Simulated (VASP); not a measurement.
Output of a VASP run:

OUTCAR:
```
 ion  position               nearest neighbor table
   1  0.665  0.665  0.000-   2 2.64   3 2.67   3 2.67   3 2.67   3 2.67   3 2.68   2 2.69   2 2.69
                             2 2.69   2 2.69
   2  0.335  0.335  0.000-   1 2.64   3 2.67   3 2.67   3 2.67   3 2.67   3 2.68   1 2.69   1 2.69
                             1 2.69   1 2.69
   3  0.000  0.000  0.000-   1 2.67   2 2.67   1 2.67   2 2.67   1 2.67   2 2.67   2 2.67   1 2.67
                             1 2.68   2 2.68
  LATTYP: Found a body centered tetragonal cell.
 ALAT       =     3.2742000000
 C/A-ratio  =     2.4454828660
 Subroutine PRICEL returns:
 Original cell was already a primitive cell.
 Subroutine GETGRP returns: Found 16 space group operations
The static configuration has the point symmetry D_4h.
The dynamic configuration has the point symmetry D_4h.
 Subroutine INISYM returns: Found 16 space group operations
 Subroutine IBZKPT returns following result:
 Found    163 irreducible k-points:

 Following reciprocal coordinates:
            Coordinates               Weight
  0.000000  0.000000  0.000000      1.000000
  0.083333  0.000000 -0.000000      8.000000
  0.166667  0.000000  0.000000      8.000000
  0.250000  0.000000 -0.000000      8.000000
  0.333333  0.000000  0.000000      8.000000
  0.416667  0.000000 -0.000000      8.000000
  0.500000  0.000000 -0.000000      4.000000
  0.083333  0.083333 -0.000000      8.000000
  0.166667  0.083333 -0.000000     16.000000
  0.250000  0.083333 -0.000000     16.000000
  0.333333  0.083333  0.000000     16.000000
  0.416667  0.083333  0.000000     16.000000
  0.500000  0.083333  0.000000     16.000000
 -0.416667  0.083333  0.000000     16.000000
 -0.333333  0.083333  0.000000     16.000000
 -0.250000  0.083333  0.000000     16.000000
 -0.166667  0.083333  0.000000     16.000000
 -0.083333  0.083333  0.000000      4.000000
  0.166667  0.166667 -0.000000      8.000000
  0.250000  0.166667  0.000000     16.000000
  0.333333  0.166667 -0.000000     16.000000
  0.416667  0.166667 -0.000000     16.000000
  0.500000  0.166667  0.000000     16.000000
 -0.416667  0.166667  0.000000     16.000000
 -0.333333  0.166667  0.000000     16.000000
 -0.250000  0.166667  0.000000     16.000000
 -0.166667  0.166667  0.000000      4.000000
  0.250000  0.250000 -0.000000      8.000000
  0.333333  0.250000 -0.000000     16.000000
  0.416667  0.250000  0.000000     16.000000
  0.500000  0.250000 -0.000000     16.000000
 -0.416667  0.250000 -0.000000     16.000000
 -0.333333  0.250000  0.000000     16.000000
 -0.250000  0.250000  0.000000      4.000000
  0.333333  0.333333  0.000000      8.000000
  0.416667  0.333333  0.000000     16.000000
  0.500000  0.333333  0.000000     16.000000
 -0.416667  0.333333 -0.000000     16.000000
 -0.333333  0.333333  0.000000      4.000000
  0.416667  0.416667 -0.000000      8.000000
   k-points           NKPTS =    163   k-points in BZ     NKDIM =    163   number of bands    NBANDS=     15
   number of dos      NEDOS =    301   number of ions     NIONS =      3
   total plane-waves  NPLWV =  27000
   dimension x,y,z NGX =    30 NGY =   30 NGZ =   30
   dimension x,y,z NGXF=    60 NGYF=   60 NGZF=   60
   ions per type =               2   1
   PREC   = accura    normal or accurate (medium, high low for compatibility)
   ISTART =      0    job   : 0-new  1-cont  2-samecut
   ICHARG =      2    charge: 1-file 2-atom 10-const
   ISPIN  =      1    spin polarized calculation?
   LNONCOLLINEAR =      F non collinear calculations
   LSORBIT =      F    spin-orbit coupling
   INIWAV =      1    electr: 0-lowe 1-rand  2-diag
   ENCUT  =  400.0 eV  29.40 Ry    5.42 a.u.   7.54  7.54  7.54*2*pi/ulx,y,z
   NELM   =    100;   NELMIN=  2; NELMDL= -5     # of ELM steps
   EDIFF  = 0.1E-05   stopping-criterion for ELM
   LREAL  =      F    real-space projection
   NLSPLINE    = F    spline interpolate recip. space projectors
   LMAXMIX     =    4 max onsite mixed and CHGCAR
...
```

File OSZICAR:
```
       N       E                     dE             d eps       ncg     rms          rms(c)
DAV:   1     0.986620873591E+02    0.98662E+02   -0.98943E+03  4978   0.113E+03
DAV:   2    -0.218571316976E+02   -0.12052E+03   -0.11961E+03  6178   0.296E+02
DAV:   3    -0.241378683349E+02   -0.22807E+01   -0.22696E+01  6458   0.377E+01
DAV:   4    -0.241491919078E+02   -0.11324E-01   -0.11322E-01  5751   0.306E+00
DAV:   5    -0.241492934237E+02   -0.10152E-03   -0.10151E-03  6521   0.258E-01    0.185E+01
DAV:   6    -0.233927058298E+02    0.75659E+00   -0.89215E+00  5653   0.194E+01    0.398E+00
DAV:   7    -0.232242153115E+02    0.16849E+00   -0.14993E+00  5504   0.754E+00    0.382E+00
DAV:   8    -0.231881925603E+02    0.36023E-01   -0.13218E-01  5842   0.295E+00    0.449E-01
DAV:   9    -0.231874216658E+02    0.77089E-03   -0.27155E-03  6038   0.444E-01    0.263E-01
DAV:  10    -0.231873854987E+02    0.36167E-04   -0.93946E-04  5849   0.279E-01    0.582E-02
DAV:  11    -0.231873661424E+02    0.19356E-04   -0.36451E-04  5751   0.146E-01    0.436E-02
DAV:  12    -0.231873594245E+02    0.67180E-05   -0.30026E-05  5699   0.390E-02    0.129E-02
DAV:  13    -0.231873588173E+02    0.60714E-06   -0.24541E-06  4388   0.919E-03
   1 F= -.23187359E+02 E0= -.23187359E+02  d E =0.000000E+00
```

OUTCAR:
```
------------------------ aborting loop because EDIFF is reached ----------------------------------------
  FORCE on cell =-STRESS in cart. coord.  units (eV):
  Direction    XX          YY          ZZ          XY          YZ          ZX
  --------------------------------------------------------------------------------------
  Total       -2.5338818     -2.5338818     -2.8431007      0.0000000      0.0000000      0.0000000
  in kB      -94.5903182    -94.5903182   -106.1335224      0.0000000      0.0000000      0.0000000
  external PRESSURE =     -98.4380530 kB  Pullay stress =       0.0000000 kB
  volume of cell :       42.92
      direct lattice vectors                 reciprocal lattice vectors
    -1.637100000  1.637100000  4.003500000     0.000000000  0.305418117  0.124890721
     1.637100000 -1.637100000  4.003500000     0.305418117  0.000000000  0.124890721
     1.637100000  1.637100000 -4.003500000     0.305418117  0.305418117  0.000000000
 POSITION                                       TOTAL-FORCE (eV/Angst)
 -----------------------------------------------------------------------------------
      0.00000      0.00000      5.32465        -0.000000     -0.000000     -0.148460
      0.00000      0.00000      2.68235        -0.000000     -0.000000      0.148460
      0.00000      0.00000      0.00000         0.000000      0.000000     -0.000000
 -----------------------------------------------------------------------------------
    total drift:                                0.000000      0.000000     -0.000000
  FREE ENERGIE OF THE ION-ELECTRON SYSTEM (eV)
  ---------------------------------------------------
  free  energy   TOTEN  =       -23.1873588173 eV

  energy  without entropy=      -23.1873588173  energy(sigma->0) =      -23.18735882
```
(Selected blocks of OUTCAR.)

POSCAR:
```
MoSi2
1
   -1.6371000000     1.6371000000     4.0035000000
    1.6371000000    -1.6371000000     4.0035000000
    1.6371000000     1.6371000000    -4.0035000000
Si Mo
2 1
Direct
  0.6650000000   0.6650000000   0.0000000000
  0.3350000000   0.3350000000   0.0000000000
  0.0000000000   0.0000000000   0.0000000000
```

Q: Reconstruct the remaining input files.

A: One answer among several that fit: the input of the run itself, PBE GGA, plane waves, VASP's PBE PAW potentials (set 64).

INCAR:
```
SYSTEM = MoSi2
PREC = Accurate
ENCUT = 400
EDIFF = 1E-6
NELM = 100
ALGO = Normal
LREAL = .FALSE.
LASPH = .TRUE.
ISMEAR = -4
GGA = PE
LMAXMIX = 4
LWAVE = .FALSE.
LCHARG = .FALSE.
ISIF = 2
```

File KPOINTS:
```
Automatic
0
Gamma
  12 12 12
```

POTCAR, in this order: Si Mo_sv (PBE.64 set). Program: vasp_std.

The compound is MoSi2 in the MoSi2 type structure. The cell was not relaxed at this level. The run is one of a series of settings (ISMEAR = -4, SIGMA removed against the base run), some of them coarse on purpose.
